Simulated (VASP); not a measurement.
Method: r2SCAN+rVV10, VASP's PBE PAW potentials (set 64) (plane waves; VASP).

VASP input:

**INCAR**
```
NELM=100   ! most electronic steps
LMIXTAU=T
LMAXMIX=4
LASPH=T
ALGO=Normal   ! blocked Davidson
CPARAM=0.0093
ISMEAR=1   ! Methfessel-Paxton
LCHARG=F
BPARAM=11.95
METAGGA=R2SCAN
SIGMA=0.1   ! width (eV)
ENCUT=520   ! plane-wave cut-off (eV)
LREAL=F   ! projection in real space or not
EDIFF=1E-7   ! SCF stop (eV)
ISIF=2
PREC=Accurate
SYSTEM=TiCo
LUSE_VDW=T
LWAVE=F
```

File KPOINTS:
```
Automatic mesh
0
Gamma
12 12 12
```

**POSCAR**
```
TiCo
1
    2.8857011133     0.0000000000     0.0000000000
    0.0000000000     2.8857011133     0.0000000000
    0.0000000000     0.0000000000     2.8857011133
Ti Co
1 1
Direct
  0.0000000000   0.0000000000   0.0000000000
  0.5000000000   0.5000000000   0.5000000000
```

POTCAR, in this order: Ti_sv Co (PBE.64 set). Program: vasp_std.

**Question.** What will the output report for the number of irreducible k-points (NKPTS), largest plane-wave count, number of space-group operations, FFT grid (NGX, NGY, NGZ)?

**Answer.** 
```yaml
number of irreducible k-points (NKPTS): 84
largest_plane_wave_count: 672
number_of_space_group_operations: 48
FFT grid (NGX, NGY, NGZ): 24 × 24 × 24
```

The compound is TiCo in the CsCl type structure. This cell is one point of a volume scan, at 0.94 of the reference volume. The run is not spin-polarised, so no magnetic state was tried. The electron count is odd and the run is not spin-polarised, which forces a metal.
